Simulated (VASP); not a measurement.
OSZICAR of a VASP run on SiNi2 (atoms displaced from the space group 194 structure):

### OSZICAR
```
       N       E                     dE             d eps       ncg     rms          rms(c)
DAV:   1     0.239064497237E+03    0.23906E+03   -0.14846E+04 19848   0.141E+03
DAV:   2    -0.269773843411E+02   -0.26604E+03   -0.25779E+03 19724   0.337E+02
DAV:   3    -0.442889952144E+02   -0.17312E+02   -0.16242E+02 21580   0.104E+02
DAV:   4    -0.449697698571E+02   -0.68077E+00   -0.67353E+00 22956   0.194E+01
DAV:   5    -0.449964277016E+02   -0.26658E-01   -0.26636E-01 24032   0.355E+00    0.240E+01
DAV:   6    -0.469573450949E+02   -0.19609E+01   -0.12776E+02 24056   0.145E+02    0.250E+01
DAV:   7    -0.394294679916E+02    0.75279E+01   -0.33785E+01 23016   0.116E+02    0.916E+00
DAV:   8    -0.399533412453E+02   -0.52387E+00   -0.11620E+01 24208   0.752E+01    0.859E+00
DAV:   9    -0.394664451005E+02    0.48690E+00   -0.26931E+00 27476   0.435E+01    0.268E+00
DAV:  10    -0.394011158897E+02    0.65329E-01   -0.52206E-01 22556   0.971E+00    0.871E-01
DAV:  11    -0.394006128929E+02    0.50300E-03   -0.41402E-02 27716   0.277E+00    0.670E-01
DAV:  12    -0.393995899624E+02    0.10229E-02   -0.81130E-03 24544   0.229E+00    0.510E-01
DAV:  13    -0.393989855880E+02    0.60437E-03   -0.47837E-03 30108   0.145E+00    0.256E-01
DAV:  14    -0.393988133344E+02    0.17225E-03   -0.39531E-03 28256   0.179E+00    0.185E-01
DAV:  15    -0.393985781163E+02    0.23522E-03   -0.88736E-04 27744   0.842E-01    0.320E-02
DAV:  16    -0.393985785126E+02   -0.39637E-06   -0.83853E-05 29304   0.963E-02    0.156E-02
DAV:  17    -0.393985790176E+02   -0.50494E-06   -0.78896E-06 21292   0.555E-02
   1 F= -.39398579E+02 E0= -.39382430E+02  d E =-.322979E-01
```

Task: Which electronic solver shows in the log?

Result: It is blocked Davidson (ALGO = Normal, or the opening steps of other solvers). The INCAR had ALGO = Normal.

Task: How was spin treated?

Result: Without spin polarisation: there is no mag entry.

Task: Can the final energy be trusted as converged?

Result: The run converged. It stopped with EDIFF = 1E-6, NELM = 100 (PBEsol GGA, plane waves, VASP's PBE PAW potentials (set 64)).

The structure comes from a computed database's SiNi2 entry; how it stands against other phases isn't given here. The cell was not relaxed at this level, atoms are displaced from their ideal sites. The run is not spin-polarised, so no magnetic state was tried.
